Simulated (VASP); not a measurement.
## InP: band gap against strain

InP (zinc blende, F-43m, 25.712 Å³/atom and stress up to 0.05 GPa in the relaxed cell, cube axes along x, y and z) under an equal strain ε along all three axes. r2SCAN in VASP (plane waves, PAW), 480 eV, 10×10×10 Γ-centred mesh, Gaussian smearing 0.05 eV; ions are relaxed, or left where forces stay under 0.02 eV/Å, within the symmetry of each cell. Gaps are the smallest on the run's k-mesh, which can miss an edge that lies off it, without spin-orbit coupling; in all rows the valence edge lies at Γ and the conduction edge at Γ.

Here s stands for strain and Eg for gap.

```csv
strain (%),gap (eV)
-1.50,1.309
-1.00,1.220
-0.50,1.132
0.00,1.044
0.50,0.956
1.00,0.868
1.50,0.781
3.00,?
```

### Question
Fit Eg against s with a straight line, and predict the withheld value at s = 3.00.

### Answer
Means: s 0, Eg 1.0443. About the means, the sum of products is -1.2320 and the sum of squares of s is 7.0000; the slope is their ratio. Least squares gives Eg = 1.0443 - 0.17600·s. Residuals (row less fit): 0.0007, -0.0003, -0.0003, -0.0003, -0.0003, -0.0003, 0.0007; standard error 0.0005 (degrees of freedom: 5). Over these rows the gap moves by -17.60 ± 0.02 eV per unit strain, or -5.9 eV per unit of ln V. At the withheld row, Eg = 1.0443 - 0.17600 × 3.0 = 0.5163 eV. The calculation gives 0.523 eV, 0.0067 eV above the prediction (0.9 % of the range of Eg in the table). The row lies outside the fitted rows, so this is an extrapolation. The scatter of the fitted rows lies at the last printed digit.

A polynomial of degree 2 through the 12 other runs of the series gives 0.522 there, so most of the miss is curvature that the fit leaves out. Other structures, which can take over under pressure, weren't tried. Spin-orbit coupling is left out, which can shift this property for InP. Rows are the converged runs of the series near zero and its far end; series whose fitted rows scatter by over a few per cent of the range, as at a crossing or softening among them, aren't shown in this form, nor equations of state whose B0' disagrees with the runs' pressures. Most that stay on the fit to the last digits aren't either.
